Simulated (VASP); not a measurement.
Level of theory: r2SCAN meta-GGA, VASP's PBE PAW potentials (set 64) (plane waves; VASP).

VASP input:

### POSCAR
```
Cu(111) slab
1
    2.5316847008     0.0000000000     0.0000000000
   -1.2658428463     2.1925031888     0.0000000000
    0.0000000000     0.0000000000    25.2123346978
Cu
5
Direct
  0.6666670000   0.3333330000   0.3374897226
  0.3333330000   0.6666670000   0.4185924359
  0.0000000000   0.0000000000   0.5000000000
  0.6666670000   0.3333330000   0.5814075641
  0.3333330000   0.6666670000   0.6625102774
```

### INCAR
```
# general
SYSTEM   =  Cu(111) slab
PREC     =  Normal
ENCUT    =  400
LREAL    =  .False.
LASPH    =  .True.

# electronic loop
EDIFF    =  1E-6
NELM     =  100
NELMIN   =  4
ALGO     =  Normal   # blocked Davidson
LMAXMIX  =  4
LMIXTAU  =  .True.

# smearing
ISMEAR   =  1   # Methfessel-Paxton
SIGMA    =  0.1

# functional
METAGGA  =  R2SCAN

# output
LWAVE    =  .False.
LCHARG   =  .False.
LORBIT   =  11   # lm-projected
LVHAR    =  .True.

# other
LDIPOL   =  .True.
IDIPOL   =  3
DIPOL    =  0.5 0.5 0.5
```

### KPOINTS
```
Regular mesh
0
Gamma
  12 12 1
0 0 0
```

POTCAR, in this order: Cu (PBE.64 set). Program: vasp_std. Read from the step before: WAVECAR.

Problem. Estimate the energy per atom (σ→0), band gap (on the k-mesh).

Solution. 
```
Item                                                         Value
------------------------  ----------------------------------------
energy per atom (σ→0)                              -10.606 eV/atom
band gap (on the k-mesh)  none (metal, semimetal or under 0.01 eV)
```

File OSZICAR:
```
       N       E                     dE             d eps       ncg     rms          rms(c)
DAV:   1    -0.530298227165E+02   -0.53030E+02   -0.66522E-05  1970   0.295E-01    0.146E-02
DAV:   2    -0.530298421794E+02   -0.19463E-04   -0.20942E-04  1508   0.699E-01    0.245E-02
DAV:   3    -0.530298234048E+02    0.18775E-04   -0.72713E-05  1466   0.439E-01    0.190E-03
DAV:   4    -0.530298165065E+02    0.68983E-05   -0.42855E-06  1120   0.236E-02    0.128E-03
DAV:   5    -0.530298165792E+02   -0.72644E-07   -0.11279E-06   821   0.205E-02
   1 F= -.53029817E+02 E0= -.53029412E+02  d E =-.121326E-02
```

The cell is a thin slab with vacuum, built from Cu (fcc): (111) face.
